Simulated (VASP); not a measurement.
Method: PBE GGA, VASP's PBE PAW potentials (set 64) (plane waves; VASP).

The input files of a VASP run:

POSCAR:
```
SiNi3
3.463740
  1.0000000000   0.0000000000   0.0000000000
  0.0000000000   1.0000000000   0.0000000000
  0.0000000000   0.0000000000   1.0000000000
Si Ni
1 3
Direct
  0.0000000000   0.0000000000   0.0000000000
  0.0000000000   0.5000000000   0.5000000000
  0.5000000000   0.0000000000   0.5000000000
  0.5000000000   0.5000000000   0.0000000000
```

**INCAR**
```
# general
SYSTEM =SiNi3
PREC   =Accurate
ENCUT  =300
LREAL  =.FALSE.
LASPH  =.TRUE.

# electronic loop
EDIFF  =1E-6
NELM   =100
ALGO   =Normal
LMAXMIX=4

# smearing
ISMEAR =-1
SIGMA  =0.05

# functional
GGA    =PE

# ions
ISIF   =2

# output
LWAVE  =.FALSE.
LCHARG =.FALSE.
```

KPOINTS:
```
Automatic mesh
0
Gamma
3 3 3
0 0 0
```

POTCAR, in this order: Si Ni (PBE.64 set). Program: vasp_std.

At this cut-off the stress carries a Pulay error, which pulls relaxed volumes low. Gaps are read on the run's mesh, which can miss a band edge.

Question: What does the run give for the energy per atom (σ→0), pressure, band gap (on the k-mesh)?

Answer: 
| Quantity | Result |
|---|---|
| energy per atom (σ→0) | -5.874 eV/atom |
| band gap (on the k-mesh) | none (metal, semimetal or under 0.01 eV) |
| pressure | 9.39 GPa |

**OSZICAR**
```
...
DAV:   9    -0.235123765174E+02    0.18650E-01   -0.31264E-02   196   0.247E+00    0.587E-01
DAV:  10    -0.235092295309E+02    0.31470E-02   -0.55796E-03   220   0.588E-01    0.179E-01
DAV:  11    -0.235090691613E+02    0.16037E-03   -0.78454E-04   233   0.274E-01    0.622E-02
DAV:  12    -0.235090467798E+02    0.22381E-04   -0.74543E-05   178   0.865E-02    0.194E-02
DAV:  13    -0.235090445424E+02    0.22374E-05   -0.13008E-05   188   0.213E-02    0.593E-03
DAV:  14    -0.235090428321E+02    0.17103E-05   -0.12477E-06    89   0.152E-02    0.173E-03
DAV:  15    -0.235090426381E+02    0.19398E-06   -0.27289E-07    84   0.688E-03
   1 F= -.23509043E+02 E0= -.23497883E+02  d E =-.223194E-01
```

The structure comes from a computed database's SiNi3 entry (Pm-3m); how it stands against other phases isn't given here. The cell was not relaxed at this level. The k-mesh is coarse (spacing up to 0.60 per Å, 2π included), so the numbers may not be converged in it. The run is one of a series of settings (KPOINTS 3×3×3 Γ-centred mesh against the base run), some of them coarse on purpose. The run is not spin-polarised, so no magnetic state was tried.
